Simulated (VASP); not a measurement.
# Ta: surface energy and work function by face, part 2 of 2

How do surface energy, work function and relaxation of Ta depend on the face?

VASP 6.6.1; PBE; plane waves and PAW (Ta).

So far. Step 5 (Vacuum level and density of states, 7 atoms, face …): The vacuum level lies 4.74 eV above the Fermi level at the upper face; both faces agree, as the slab has next to no dipole. Step 6 (Surface relaxation, 9 atoms, face Ta(100)): The run ended after 11 ionic steps, 0.394 eV below its first step, once the forces on the free atoms met EDIFFG = -0.03.

## 7. Vacuum level and density of states, 9 atoms, face Ta(100) (continued)

Valence density in the ca plane at fractional y = 0.000, with atoms of Ta within 0.2 Å of it. It is the smooth field of the valence electrons, not physical close to the nuclei.

Ten even steps from '0' (0.00 e/Å³) to '9' (0.54 e/Å³), each cell a mean:
```
45666654344666654334666665556459841000000000
45666654444666654444566654556667521000000000
44444444444444444444454444455554310000000000
44444444444444444444444444444543210000000000
44433444444444444444443344444443210000000000
44444444444444444444444444445543210000000000
44555544444555554444555554455665421000000000
45666654444666754444666665556558631000000000
45567654334667654334667654556459941000000000
```
Columns run along c (16.0 Å, from fractional 0.34 to 0.90 of the cell), rows up along a (3.3 Å). Atoms in or near the plane, at fractional coordinates: Ta at (0.38, 0.00), Ta at (0.50, 0.00), Ta at (0.62, 0.00), Ta at (0.73, 0.00).

The map of layer states is cut here 0.5 eV above the Fermi level, so it leaves out the states above that.

The vacuum level lies 3.75 eV above the Fermi level at the upper face; both faces agree, as the slab has next to no dipole.

The program found no field-free point at its default tolerance, but its printed level agrees with the flat part of the planar average.

On this mesh the fine structure of the density of states is sampling noise, and high empty states may be cut by the number of bands.

## 8. Relaxing the slab, 11 atoms, face Ta(111)

System of this step: Ta(111). The cell holds 11 atoms: 11 Ta. Cell: a = 4.681 Å, b = 4.681 Å, c = 24.555 Å, α = 90.0°, β = 90.0°, γ = 60.0°. It derives from Ta. 11 layers of bcc Ta, cut at this functional's lattice. Vacuum lies along c.

INCAR

```
SYSTEM = Ta
PREC = Normal
ENCUT = 320
EDIFF = 1E-05
NELM = 120
ISMEAR = 1
SIGMA = 0.15
LREAL = .FALSE.
ALGO = Fast
GGA = PE
NBANDS = 38
LASPH = .TRUE.
LORBIT = 11
LWAVE = .FALSE.
LCHARG = .FALSE.
KPAR = 4
IBRION = 2
NSW = 40
ISIF = 2
EDIFFG = -0.03
POTIM = 0.4
MAXMIX = 40
```

POSCAR

```
Ta
1.0
    4.6810468915      0.0000000000      0.0000000000
    2.3405234457      4.0539055243      0.0000000000
    0.0000000000      0.0000000000     24.5551469551
Ta
11
Direct
    0.6666666700      0.6666666700      0.3054349500
    0.0000000000      0.0000000000      0.3443479600
    0.3333333300      0.3333333300      0.3832609700
    0.6666666700      0.6666666700      0.4221739800
    0.0000000000      0.0000000000      0.4610869900
    0.3333333300      0.3333333300      0.5000000000
    0.6666666700      0.6666666700      0.5389130100
    0.0000000000      0.0000000000      0.5778260200
    0.3333333300      0.3333333300      0.6167390300
    0.6666666700      0.6666666700      0.6556520400
    0.0000000000      0.0000000000      0.6945650500
```

KPOINTS

```
Automatic mesh
0
Gamma
9 9 1
0 0 0
```

Potentials, in the order of the species: Ta (PBE family, release 64).

Started as:

```
$ mpirun -np 4 vasp_std
```

Run time: 4.1 min. Hardware: 4 MPI ranks of Intel Xeon Platinum 8259CL at 2.50GHz (Skylake/Cascade Lake), shared host; peak memory 1.1 GiB; 16 min of CPU time.

The run keeps the 12 symmetry operations of its start, so it cannot find a distortion of lower symmetry.

The steps of the relaxation:

```tsv
step	energy less that of the first step (eV)	largest force (eV/Å)
1	0.0000	2.1205
2	-0.4428	1.5666
3	-0.7442	0.9622
4	-0.7459	0.8273
5	-0.8162	0.5100
6	-0.8514	0.3079
7	-0.8784	0.2239
8	-0.8935	0.1380
9	-0.9004	0.1185
10	-0.9011	0.1113
11	-0.9051	0.0510
12	-0.9054	0.0536
13	-0.9059	0.0053
```

The atoms that moved most (Å):

```tsv
atom	dx	dy	dz	length
Ta11	0.000	0.000	-0.335	0.335
Ta1	0.000	0.000	0.335	0.335
Ta9	0.000	0.000	0.090	0.090
Ta3	0.000	0.000	-0.090	0.090
Ta2	0.000	0.000	0.075	0.075
Ta10	0.000	0.000	-0.075	0.075
Ta8	0.000	0.000	-0.071	0.071
Ta4	0.000	0.000	0.071	0.071
```

Final coordinates:

```xyz
11
Lattice="4.6810 0.0000 0.0000 2.3405 4.0539 0.0000 0.0000 0.0000 24.5551" Properties=species:S:1:pos:R:3
Ta    4.6810    2.7026    7.8355
Ta    0.0000    0.0000    8.5305
Ta    2.3405    1.3513    9.3214
Ta    4.6810    2.7026   10.4372
Ta    0.0000    0.0000   11.3135
Ta    2.3405    1.3513   12.2776
Ta    4.6810    2.7026   13.2416
Ta    0.0000    0.0000   14.1180
Ta    2.3405    1.3513   15.2337
Ta    4.6810    2.7026   16.0246
Ta    0.0000    0.0000   16.7197
```

The run ended after 13 ionic steps, 0.906 eV below its first step, once the forces on the free atoms met EDIFFG = -0.03.

## 9. Potential and states of the slab, 11 atoms, face Ta(111)

INCAR

```
SYSTEM = Ta
PREC = Normal
ENCUT = 320
EDIFF = 1E-06
NELM = 120
ISMEAR = 1
SIGMA = 0.15
LREAL = .FALSE.
ALGO = Fast
GGA = PE
NBANDS = 38
LASPH = .TRUE.
LORBIT = 11
LWAVE = .FALSE.
LCHARG = .TRUE.
KPAR = 4
IDIPOL = 3
LDIPOL = .TRUE.
DIPOL = 0.5 0.5 0.5
LVHAR = .TRUE.
LVACPOTAV = .TRUE.
NEDOS = 1500
```

POSCAR

```
Ta
1.0
    4.6810468915      0.0000000000      0.0000000000
    2.3405234457      4.0539055243      0.0000000000
    0.0000000000      0.0000000000     24.5551469551
Ta
11
Direct
    0.6666666700      0.6666666700      0.3190969745
    0.0000000000      0.0000000000      0.3474021375
    0.3333333300      0.3333333300      0.3796126052
    0.6666666700      0.6666666700      0.4250512827
    0.0000000000      0.0000000000      0.4607394946
    0.3333333300      0.3333333300      0.5000000000
    0.6666666700      0.6666666700      0.5392605054
    0.0000000000      0.0000000000      0.5749487173
    0.3333333300      0.3333333300      0.6203873948
    0.6666666700      0.6666666700      0.6525978625
    0.0000000000      0.0000000000      0.6809030255
```

KPOINTS is that of step 8.

Started as:

```
$ mpirun -np 4 vasp_std
```

Run time: 55 s. Hardware: 4 MPI ranks; peak memory 0.95 GiB.

The map of layer states is cut here 0.5 eV above the Fermi level, so it leaves out the states above that.

The vacuum level lies 3.89 eV above the Fermi level at the upper face; both faces agree, as the slab has next to no dipole.

The program found no field-free point at its default tolerance, but its printed level agrees with the flat part of the planar average.

On this mesh the fine structure of the density of states is sampling noise, and high empty states may be cut by the number of bands.

## 10. The faces side by side

This step: surfaces of a metal, PBE; plane waves and PAW (VASP 6.6.1).

Derived from the runs above.

Symmetric slabs, all atoms free. All faces:

```tsv
face	layers	area a surface atom (Å²)	work function (eV)	surface energy as cut (J/m²)	surface energy relaxed (J/m²)	change of the top spacing (%)
Ta(110)	7	7.747	4.745	2.437	2.368	-4.95
Ta(100)	9	10.96	3.746	2.766	2.477	-14.38
Ta(111)	11	18.98	3.889	3.11	2.728	-27.26
```

Each surface energy is the slab's energy less its number of atoms times the bulk energy of -11.8612 eV, over twice the cell's area.

## 11. Summary of results

```yaml
ta_110: 2.37 J/m², 4.74 eV
ta_100: 2.48 J/m², 3.75 eV
ta_111: 2.73 J/m², 3.89 eV
```

The cheapest face is Ta(110) at 2.37 J/m², against 2.48 for Ta(100) and 2.73 for Ta(111). The work functions are 4.74 eV for Ta(110), 3.89 eV for Ta(111) and 3.75 eV for Ta(100). The densest face has the highest work function, as the smoothing of the electron density over an open face lowers the surface dipole. Among the others the order doesn't follow the density. The densest face is also the cheapest, since it cuts the fewest bonds an area. The top spacing changes by -5.0 % on Ta(110), -14.4 % on Ta(100) and -27.3 % on Ta(111), the most on the most open face. One thickness was run for each face, and bulk and slab meshes don't match, which leaves some hundredths of a J/m². The cells are 1 × 1 and can't reconstruct. Spin-orbit coupling is left out, which matters for a heavy metal.

[Lines on the potential files, build, host, timing and source positions are cut from VASP's logs without a mark.]

[Logs are printed without paths, hosts, clocks, repeated set-up lines and the standing remarks that a program may print on its own settings, such as how far it seeks lower states.]

[Hosts, paths, dates, database ids (printed as entryN), source tags and the programs' standing remarks are cut or masked in the printed files.]

[Runs that stopped without an error message from VASP are left out.]
